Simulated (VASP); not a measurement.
# NiAg2F4 (P1) in VASP: further runs, part 2 of 2

VASP 6.6.1. The steps go on from the part before.

**3. Density of states, PBE+U**

The input, POSCAR:

```
NiAg2F4
1.0
    0.0008440000      3.6998690000     -0.0054160000
    3.6973360000      0.0008440000      0.0050130000
    1.8409160000      1.8591890000     -6.0366260000
Ag Ni F
2 1 4
Direct
    0.3936170000      0.3463040000      0.3103820000
    0.6518850000      0.6027760000      0.7312940000
    0.9824390000      0.9959820000      0.0120360000
    0.5076590000      0.9828910000      0.9914210000
    0.9953560000      0.5660970000      0.9821480000
    0.1474440000      0.1008910000      0.6913500000
    0.8527710000      0.7810900000      0.3081320000
```

The input, INCAR.step1:

```
  PREC = Accurate
  ENCUT = 520
  EDIFF = 1E-7
  ISMEAR = -1
  SIGMA = 0.1
  LREAL = False
  LASPH = True
  NELM = 150
  ALGO = Normal
  ISIF = 2
  LWAVE = False
  LCHARG = True
  LMAXMIX = 4
  LDAU = True
  LDAUTYPE = 2
  LDAUL = -1 2 -1
  LDAUU = 0 2.69 0
  LDAUJ = 0 0 0
  LDAUPRINT = 1
  GGA = PE
  NBANDS = 39
```

The input, KPOINTS.step1:

```
Automatic mesh
0
Gamma
  5 5 3
  0 0.5 0.5
```

The input, INCAR.step2:

```
  PREC = Accurate
  ENCUT = 520
  EDIFF = 1E-7
  ISMEAR = -5
  SIGMA = 0.1
  LREAL = False
  LASPH = True
  NELM = 150
  ALGO = Normal
  ISIF = 2
  LWAVE = False
  LCHARG = False
  LMAXMIX = 4
  LDAU = True
  LDAUTYPE = 2
  LDAUL = -1 2 -1
  LDAUU = 0 2.69 0
  LDAUJ = 0 0 0
  LDAUPRINT = 1
  GGA = PE
  LORBIT = 11
  NBANDS = 39
  NEDOS = 2001
  ICHARG = 11
```

The input, KPOINTS.step2:

```
Automatic mesh
0
Gamma
  8 8 5
```

Potentials or basis: VASP PAW PBE potentials, release 64 (Ag, Ni, F).

Command:

```
$ cat potpaw_PBE.64/Ag/POTCAR potpaw_PBE.64/Ni/POTCAR potpaw_PBE.64/F/POTCAR > POTCAR
$ cp INCAR.step1 INCAR
$ cp KPOINTS.step1 KPOINTS
$ mpirun -np 1 vasp_std > vasp.out
$ cp INCAR.step2 INCAR
$ cp KPOINTS.step2 KPOINTS
$ mpirun -np 1 vasp_std > vasp.out
```

OUTCAR:

```text
PREC = Accurate
   ENCUT = 520
   EDIFF = 1E-7
   ISMEAR = -5
   LREAL = False
   LASPH = True
   NELM = 150
   ISIF = 2
   GGA = PE
   LORBIT = 11
   ICHARG = 11

 ion  position               nearest neighbor table
   1  0.394  0.346  0.310-   6 2.32   7 2.33   5 2.56   7 2.57   4 2.62   7 2.69   4 2.73   3 3.04
                             3 3.05   3 3.31   3 3.32   2 3.50   2 3.53
   2  0.652  0.603  0.731-   5 2.33   4 2.40   4 2.45   5 2.50   6 2.51   7 2.56   6 2.62   6 2.64
                             6 2.75   3 2.99   3 3.11   3 3.13   3 3.25   1 3.50   1 3.53
   3  0.982  0.996  0.012-   5 1.65   4 1.80   7 1.81   4 1.91   6 1.95   5 2.06   2 2.99   1 3.04
                             1 3.05   2 3.11   2 3.13   2 3.25   1 3.31   1 3.32
   4  0.508  0.983  0.991-   3 1.80   3 1.91   2 2.40   2 2.45   1 2.62   1 2.73
[... 1275 lines left out ...]
     1.840916000  1.859189000 -6.036626000     0.000224666 -0.000242553 -0.165661639

 POSITION                                       TOTAL-FORCE (eV/Angst)
 -----------------------------------------------------------------------------------
      1.85212      2.03368     -1.87406        -0.415901     -0.477672     -0.551696
      3.57547      3.77201     -4.41506        -0.058102     -0.465039      1.668210
      3.70547      3.65811     -0.07298         5.261084      1.568869      1.692359
      5.45963      3.72234     -5.98266         0.514347     -1.536858     -0.727070
      3.90194      5.50916     -5.93141        -6.607777      0.480537     -0.741835
      1.64587      1.83096     -4.17371         0.766945      0.106993      0.921763
      3.45592      3.72868     -1.86078         0.539403      0.323169     -2.261731
 -----------------------------------------------------------------------------------
    total drift:                                0.015268     -0.001810      0.001220

  FREE ENERGIE OF THE ION-ELECTRON SYSTEM (eV)
  ---------------------------------------------------
  free  energy   TOTEN  =       -22.7989306624 eV

  energy  without entropy=      -22.7989306624  energy(sigma->0) =      -22.79893066

 total charge

# of ion       s       p       d       tot
------------------------------------------
    1        0.157   0.109   9.420   9.686
    2        0.150   0.119   9.441   9.710
    3        0.411   0.657   8.589   9.658
    4        1.751   4.358   0.000   6.109
    5        1.755   4.385   0.000   6.140
    6        1.746   4.312   0.000   6.059
    7        1.747   4.326   0.000   6.073
--------------------------------------------------
tot          7.717  18.267  27.451  53.435
```

OUTCAR.step1:

```text
PREC = Accurate
   ENCUT = 520
   EDIFF = 1E-7
   ISMEAR = -1
   LREAL = False
   LASPH = True
[... 1293 lines left out ...]
      3.90194      5.50916     -5.93141        -6.517070      0.486373     -0.748917
      1.64587      1.83096     -4.17371         0.771858      0.105287      0.870272
      3.45592      3.72868     -1.86078         0.545439      0.324864     -2.206088
 -----------------------------------------------------------------------------------
    total drift:                                0.000825     -0.000184     -0.000050

  FREE ENERGIE OF THE ION-ELECTRON SYSTEM (eV)
  ---------------------------------------------------
  free  energy   TOTEN  =       -22.8497045501 eV

  energy  without entropy=      -22.7835444408  energy(sigma->0) =      -22.81662450
```

OSZICAR.step1:

```text
N       E                     dE             d eps       ncg     rms          rms(c)
DAV:   1     0.618589950746E+03    0.61859E+03   -0.31293E+04  2964   0.170E+03
DAV:   2     0.307677713258E+02   -0.58782E+03   -0.54710E+03  3197   0.438E+02
DAV:   3    -0.251781030815E+02   -0.55946E+02   -0.54999E+02  3293   0.148E+02
DAV:   4    -0.261574951887E+02   -0.97939E+00   -0.97832E+00  3286   0.203E+01
DAV:   5    -0.261746272941E+02   -0.17132E-01   -0.17130E-01  3546   0.272E+00    0.258E+01
DAV:   6    -0.251484347223E+02    0.10262E+01   -0.44990E+01  4243   0.645E+01    0.309E+01
DAV:   7    -0.228658701313E+02    0.22826E+01   -0.14959E+01  3496   0.887E+01    0.124E+01
DAV:   8    -0.228558539262E+02    0.10016E-01   -0.16789E+00  4057   0.150E+01    0.649E+00
DAV:   9    -0.228637735299E+02   -0.79196E-02   -0.16950E-01  3458   0.333E+00    0.165E+00
DAV:  10    -0.228506105145E+02    0.13163E-01   -0.31823E-02  3693   0.275E+00    0.663E-01
DAV:  11    -0.228496286162E+02    0.98190E-03   -0.19863E-02  4062   0.155E+00    0.173E-01
DAV:  12    -0.228496824588E+02   -0.53843E-04   -0.20175E-03  3599   0.403E-01    0.649E-02
DAV:  13    -0.228497046594E+02   -0.22201E-04   -0.22964E-04  3377   0.106E-01    0.243E-02
DAV:  14    -0.228497025608E+02    0.20986E-05   -0.37363E-05  3591   0.622E-02    0.175E-02
DAV:  15    -0.228497042578E+02   -0.16970E-05   -0.72462E-06  3710   0.271E-02    0.380E-03
DAV:  16    -0.228497044900E+02   -0.23219E-06   -0.20874E-06  3412   0.124E-02    0.208E-03
DAV:  17    -0.228497045501E+02   -0.60159E-07   -0.12613E-07  2325   0.337E-03
   1 F= -.22849705E+02 E0= -.22816624E+02  d E =-.661601E-01
```

It took 4.5 min on 1 thread of Intel Xeon Platinum 8559C (Emerald Rapids), shared host; peak memory 0.52 GiB.

Results:

```yaml
Valence_electrons_inside_the_program's_atomic_spheres: Ag 9.69, 9.71; Ni 9.66; F 6.11, 6.14, 6.06, 6.07
```

States per cell in windows of 1 eV (zero at the Fermi level; states under -8 eV left out):
```
from (eV)  total  Ag1_d  Ag2_d  Ni3_d  F7_p  F6_p  F4_p
     -8.0   5.15   0.11   0.10   0.68  1.06  0.43  0.95
     -7.0   4.18   0.22   0.14   0.21  0.95  0.59  0.64
     -6.0   6.69   0.34   0.40   0.09  1.26  1.66  0.85
     -5.0   1.98   0.11   0.10   0.02  0.20  0.73  0.13
     -4.0   5.54   3.48   0.92   0.56  0.06  0.07  0.04
     -3.0  17.48   4.86   7.01   3.16  0.46  0.50  0.30
     -2.0   3.11   0.26   0.64   1.59  0.10  0.09  0.13
     -1.0   1.85   0.01   0.02   1.35  0.06  0.04  0.06
      0.0   2.27   0.02   0.02   1.38  0.09  0.09  0.12
      1.0   0.70   0.01   0.01   0.14  0.03  0.03  0.04
      2.0   0.98   0.01   0.01   0.03  0.07  0.05  0.03
      3.0   1.76   0.01   0.01   0.02  0.08  0.10  0.06
      4.0   0.34   0.00   0.00   0.00  0.01  0.02  0.01
      5.0   0.83   0.01   0.01   0.01  0.03  0.02  0.02
      6.0   2.20   0.03   0.03   0.02  0.08  0.07  0.06
      7.0   1.15   0.02   0.02   0.01  0.03  0.03  0.03
```

Eigenvalues of the final occupation matrices:
| site | spin | trace | eigenvalues |
| --- | --- | --- | --- |
| site 3 d | 1 | 4.31 | 0.63 0.72 0.98 0.98 0.99 |
| site 3 d | 2 | 4.31 | 0.63 0.72 0.98 0.98 0.99 |

Caveat: the run has no spin polarisation, though such a crystal can be magnetic; U without spin polarisation on a metal has little footing. Spin polarisation is off, so any magnetic state and its effect on volume and gap are missing.
